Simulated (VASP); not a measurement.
Output of a VASP run:

### OSZICAR
```
       N       E                     dE             d eps       ncg     rms          rms(c)
DAV:   1    -0.520837985451E+04   -0.52084E+04   -0.15630E+04   224   0.110E+03
DAV:   2    -0.553227473730E+04   -0.32389E+03   -0.31853E+03   268   0.288E+02
DAV:   3    -0.557133375253E+04   -0.39059E+02   -0.38846E+02   232   0.113E+02
DAV:   4    -0.557274913619E+04   -0.14154E+01   -0.14125E+01   256   0.284E+01
DAV:   5    -0.195730535814E+02    0.55532E+04   -0.19739E+01   268   0.460E+01    0.511E+00
DAV:   6    -0.190156257699E+02    0.55743E+00   -0.23088E+00   272   0.118E+01    0.275E+00
DAV:   7    -0.190182958438E+02   -0.26701E-02   -0.78799E-01   286   0.447E+00    0.190E+00
DAV:   8    -0.190308679947E+02   -0.12572E-01   -0.64865E-02   272   0.130E+00    0.121E+00
DAV:   9    -0.190289406804E+02    0.19273E-02   -0.51779E-03   236   0.477E-01    0.671E-01
DAV:  10    -0.190286617637E+02    0.27892E-03   -0.24297E-03   238   0.294E-01    0.353E-01
DAV:  11    -0.190289197519E+02   -0.25799E-03   -0.78465E-04   236   0.174E-01    0.191E-01
DAV:  12    -0.190291176956E+02   -0.19794E-03   -0.25757E-04   278   0.108E-01    0.110E-01
DAV:  13    -0.190292343212E+02   -0.11663E-03   -0.11761E-04   252   0.701E-02    0.667E-02
DAV:  14    -0.190293002010E+02   -0.65880E-04   -0.58490E-05   254   0.461E-02    0.424E-02
DAV:  15    -0.190293356134E+02   -0.35412E-04   -0.26566E-05   228   0.305E-02    0.276E-02
DAV:  16    -0.190293534099E+02   -0.17796E-04   -0.12502E-05   220   0.201E-02    0.183E-02
DAV:  17    -0.190293621121E+02   -0.87023E-05   -0.61665E-06   212   0.137E-02    0.123E-02
DAV:  18    -0.190293662584E+02   -0.41462E-05   -0.30724E-06   188   0.979E-03    0.842E-03
DAV:  19    -0.190293682221E+02   -0.19637E-05   -0.14521E-06   148   0.672E-03    0.577E-03
DAV:  20    -0.190293691502E+02   -0.92812E-06   -0.88994E-07   150   0.535E-03
   1 F= -.19029369E+02 E0= -.19029369E+02  d E =-.993727E-16
```

**OUTCAR**
```
------------------------ aborting loop because EDIFF is reached ----------------------------------------
  FORCE on cell =-STRESS in cart. coord.  units (eV):
  Direction    XX          YY          ZZ          XY          YZ          ZX
  --------------------------------------------------------------------------------------
  Total        0.1648821      0.1648821      0.1648821      0.0000000     -0.0000000      0.0000000
  in kB        1.2782186      1.2782186      1.2782186      0.0000000     -0.0000000      0.0000000
  external PRESSURE =       1.2782186 kB  Pullay stress =       0.0000000 kB
  volume of cell :      206.67
      direct lattice vectors                 reciprocal lattice vectors
     5.912343000  0.000000000  0.000000000     0.169137684  0.000000000  0.000000000
     0.000000000  5.912343000  0.000000000     0.000000000  0.169137684  0.000000000
     0.000000000  0.000000000  5.912343000     0.000000000  0.000000000  0.169137684
 POSITION                                       TOTAL-FORCE (eV/Angst)
 -----------------------------------------------------------------------------------
      0.00000      0.00000      0.00000         0.000000      0.000000      0.000000
      2.95617      2.95617      2.95617         0.000000      0.000000      0.000000
      2.95617      2.95617      0.00000         0.000000      0.000000      0.000000
      0.00000      2.95617      2.95617         0.000000      0.000000      0.000000
      2.95617      0.00000      2.95617         0.000000      0.000000      0.000000
 -----------------------------------------------------------------------------------
    total drift:                                0.000009     -0.000003      0.000013
  FREE ENERGIE OF THE ION-ELECTRON SYSTEM (eV)
  ---------------------------------------------------
  free  energy   TOTEN  =       -19.0293691502 eV

  energy  without entropy=      -19.0293691502  energy(sigma->0) =      -19.02936915

  exchange ACFDT corr.  =         0.00000000  see jH, gK, PRB 81, 115126
```
(Selected blocks of OUTCAR.)

POSCAR:
```
CsPbBr3
1
    5.9123430000     0.0000000000     0.0000000000
    0.0000000000     5.9123430000     0.0000000000
    0.0000000000     0.0000000000     5.9123430000
Cs Pb Br
1 1 3
Direct
  0.0000000000   0.0000000000   0.0000000000
  0.5000000000   0.5000000000   0.5000000000
  0.5000000000   0.5000000000   0.0000000000
  0.0000000000   0.5000000000   0.5000000000
  0.5000000000   0.0000000000   0.5000000000
```

Problem. Write an INCAR and KPOINTS that could have produced this output.

Solution. Several could match; the one computed here: the input of the run itself, HSE06 screened hybrid, plane waves, VASP's PBE PAW potentials (set 64).

**INCAR**
```
# general
SYSTEM   = CsPbBr3
PREC     = Accurate
ENCUT    = 345   # plane-wave cut-off (eV)
LREAL    = .False.   # projection in real space or not
LASPH    = .True.   # aspherical one-centre terms
ISYM     = 3

# electronic loop
EDIFF    = 1E-6
NELM     = 100
ALGO     = Normal   # blocked Davidson
LMAXMIX  = 4

# smearing
ISMEAR   = 0   # Gaussian
SIGMA    = 0.01   # width (eV)

# functional
GGA      = PE   # PBE
LHFCALC  = .True.
AEXX     = 0.25
HFSCREEN = 0.2
PRECFOCK = Fast

# ions
ISIF     = 2

# output
LWAVE    = .False.
LCHARG   = .False.
```

**KPOINTS**
```
Automatic
0
gamma
  3 3 3
0 0 0
```

POTCAR, in this order: Cs_sv Pb_d Br (PBE.64 set). Program: vasp_std.

At this cut-off the stress carries a Pulay error, which pulls relaxed volumes low.

The structure comes from a computed database's CsPbBr3 entry; how it stands against other phases isn't given here. The cell was not relaxed at this level. The run is one of a series of settings (ENCUT = 345 against the base run), some of them coarse on purpose.
